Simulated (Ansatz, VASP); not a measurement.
One calculation of Ti7W, two programs

```
Ti W
1.0
    -3.22575    3.22575    3.22575
     3.22575   -3.22575    3.22575
     3.22575    3.22575   -3.22575
Ti W
7 1
Direct
  0.00000 0.50000 0.50000
  0.50000 0.50000 0.00000
  0.50000 0.00000 0.50000
  0.00000 0.00000 0.50000
  0.00000 0.50000 0.00000
  0.50000 0.00000 0.00000
  0.50000 0.50000 0.50000
  0.00000 0.00000 0.00000
```

Change from the starting cell: species swapped into the Fe7Co type (Im-3m, No. 229).

Alike in both runs: task relaxation of cell and atoms; functional PBE; k mesh 8 × 8 × 8; occupations gaussian, width 0.1 eV; no spin polarisation.

|  | VASP | Ansatz |
| --- | --- | --- |
| version | VASP 6.6.1 | Ansatz 0.2.0 |
| potentials or method | VASP PAW PBE potentials, release 64 (Ti_sv, W_sv) | scalar-relativistic, plane waves, PAW |
| plane-wave cutoff (eV) | 600 | 420 |
| valence electrons in the cell | 98 | 98 |

VASP gave:

* gap on the k mesh at the Fermi level, each at its own relaxed structure (eV): none
* relaxed volume (Å³/atom): 16.78
* relaxed cell length with the largest relative difference (Å): 5.587

Task: Estimate Ansatz's values.

Result: gap on the k mesh at the Fermi level, each at its own relaxed structure (eV): none; relaxed volume (Å³/atom): 16.81; relaxed cell length with the largest relative difference (Å): 5.590.

A gap of «none» marks a metal or a gap that the smearing closes.

Caveats: the relaxation stopped at its first step, so nothing moved. Spin-orbit coupling is left out, which matters for the levels of W.
